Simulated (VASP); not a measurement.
VASP input:

### POSCAR
```
Zr
1
    1.6219689991    -2.8093326598     0.0000000000
    1.6219689991     2.8093326598    -0.0000000000
    0.0000000000    -0.0000000000     5.1505613470
Zr
2
Direct
  0.3333330000   0.6666670000   0.2500000000
  0.6666670000   0.3333330000   0.7500000000
```

File KPOINTS:
```
Regular mesh
0
gamma
 13 13 7
0 0 0
```

INCAR:
```
SYSTEM=Zr
PREC=Accurate; ENCUT=500; LREAL=.FALSE.
LASPH=.TRUE.
EDIFF=1E-6; NELM=100; ALGO=Normal
LMAXMIX=4; LMIXTAU=.TRUE.
ISMEAR=1; SIGMA=0.1
METAGGA=R2SCAN
IBRION=2; NSW=40; ISIF=3
EDIFFG=-0.02
LWAVE=.FALSE.; LCHARG=.FALSE.
```

POTCAR, in this order: Zr_sv (PBE.64 set). Program: vasp_std.

Q: Translate this r2SCAN calculation to Ansatz.

A: One equivalent input (not run):
Ansatz 0.2 input:
```yaml
crystal:
  lattice:
    - [1.6219690, -2.8093327, 0.0000000]
    - [1.6219690, 2.8093327, 0.0000000]
    - [0.0000000, 0.0000000, 5.1505613]
  atoms:
    - { symbol: Zr, position: [0.3333330, 0.6666670, 0.2500000] }
    - { symbol: Zr, position: [0.6666670, 0.3333330, 0.7500000] }
kpoints:
  mp_grid: { grid: [13, 13, 7] }
hamiltonian:
  xc: r2scan
  pseudopotentials: { kind: paw }
scf:
  occupations: { method: methfessel_paxton, width: 0.1 }
  max_iter: 100
relax:
  max_steps: 40
  f_tol: 0.02
  cell: {}
output: { forces: true, stress: true, eigenvalues: true }
```
The two are equivalent in intent, not identical: each code has its own PAW files, so the cut-off isn't converted (ENCUT is set for VASP's; basis.ecutwfc is left out, and Ansatz then takes the one that its files recommend); Ansatz stops its SCF on the density residual and VASP on the energy change (EDIFF).

The compound is Zr in the hcp structure. This run relaxes it. Symmetry was kept, so distortions that lower it aren't found.
